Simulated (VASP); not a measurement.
Here is the system:

```
CELL_PARAMETERS angstrom
      6.05022     0.00000     0.00000
      0.00000     6.05022     0.00000
      0.00000     0.00000     6.05022
ATOMIC_POSITIONS crystal
  Cs 0.00000 0.00000 0.00000
  Sn 0.50000 0.50000 0.50000
  I  0.50000 0.00000 0.50000
  I  0.00000 0.50000 0.50000
  I  0.50000 0.50000 0.00000
```

The numbers are results of vdW-DF-cx, VASP's PBE PAW potentials (set 64) (plane waves; VASP), not measurements. Numerical set-up: 520 eV cut-off, 4×4×4 Γ-centred mesh, Gaussian smearing of 0.050 eV, potentials Cs_sv Sn_d I.

Task: Give the stress tensor in GPa (positive for a compressed cell).

Result: 
```
1.19  0.00  0.00
0.00  1.19  0.00
0.00  0.00  1.19
```
The pressure is its mean diagonal, 1.19 GPa.

The compound is CsSnI3 in the cubic perovskite structure, the ideal cubic form; the compound distorts at low or room temperature. This cell is one point of a volume scan, at 0.94 of the reference volume.
